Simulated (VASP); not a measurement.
The system is Ta2SiN2.

```
Ta Si N
1.0
    -2.48157    2.48157    3.22678
     2.48157   -2.48157    3.22678
     2.48157    2.48157   -3.22678
Ta Si N
2 1 2
Direct
  0.75000 0.25000 0.50000
  0.25000 0.75000 0.50000
  0.50000 0.50000 0.00000
  0.50000 0.00000 0.50000
  0.00000 0.50000 0.50000
```

The cell was built by a generator and needn't be a form met in nature.

| Property | Result |
| --- | --- |
| Program | VASP 6.6.1 |
| Task | relaxation of cell and atoms |
| Functional | PBE |
| Potentials or basis | VASP PAW PBE potentials, release 64 (Ta_pv, Si, N) |
| Cutoff | 520 eV |
| k mesh | 4 × 4 × 4 |
| Occupations | gaussian, width 0.15 eV |
| Spin | no spin polarisation |

At the start: pressure 78.7 GPa; volume 15.90 Å³/atom.

Q: Where does the relaxation end?

A: Over 17 steps the energy falls by 2903.3 meV/atom and the volume is 13.12 Å³/atom (-17.5 %); space group I4/mmm (No. 139, to 0.05 Å).

Step by step:
| step | energy change (eV) | largest force (eV/Å) | pressure (GPa) | volume (Å³) |
| --- | --- | --- | --- | --- |
| 1 | 0.0000 | 0.0000 | 78.66 | 79.48 |
| 2 | 12.5973 | 0.0000 | -33.95 | 165.37 |
| 3 | -7.9652 | 0.0000 | -32.90 | 110.65 |
| 4 | -10.8190 | 0.0000 | -25.88 | 103.03 |
| 5 | -10.9735 | 0.0000 | 8.23 | 91.21 |
| 6 | -11.7639 | 0.0000 | -15.32 | 97.67 |
| 7 | -11.8111 | 0.0000 | -10.62 | 96.10 |
| 8 | -11.8119 | 0.0000 | -11.57 | 96.43 |
| 9 | -13.3420 | 0.0000 | -10.46 | 82.36 |
| 10 | -7.9955 | 0.0000 | 127.53 | 46.13 |
| 11 | -13.9258 | 0.0000 | -8.01 | 76.32 |
| 12 | -14.2854 | 0.0000 | 15.81 | 60.39 |
| 13 | -14.4753 | 0.0000 | 0.32 | 67.30 |
| 14 | -14.4946 | 0.0000 | 2.89 | 65.76 |
| 15 | -14.4944 | 0.0000 | 4.05 | 65.20 |
| 16 | -14.3780 | 0.0000 | -8.19 | 66.56 |
| 17 | -14.5163 | 0.0000 | 0.05 | 65.59 |

Final structure:
```cif
data_structure
_symmetry_space_group_name_H-M 'P 1'
_symmetry_Int_Tables_number 1
_cell_length_a 4.9746
_cell_length_b 4.9746
_cell_length_c 4.9746
_cell_angle_alpha 132.531
_cell_angle_beta 132.531
_cell_angle_gamma 69.392
_cell_volume 65.59
loop_
_atom_site_label
_atom_site_type_symbol
_atom_site_fract_x
_atom_site_fract_y
_atom_site_fract_z
_atom_site_occupancy
Ta1 Ta 0.75000 0.25000 0.50000 1
Ta2 Ta 0.25000 0.75000 0.50000 1
Si1 Si 0.50000 0.50000 0.00000 1
N1 N 0.50000 0.00000 0.50000 1
N2 N 0.00000 0.50000 0.50000 1
```

Caveat: the k mesh is coarse (spacing up to 0.45 Å⁻¹), so the values aren't converged; the volume moved by over 15 % at a fixed basis, so the end points are rough.
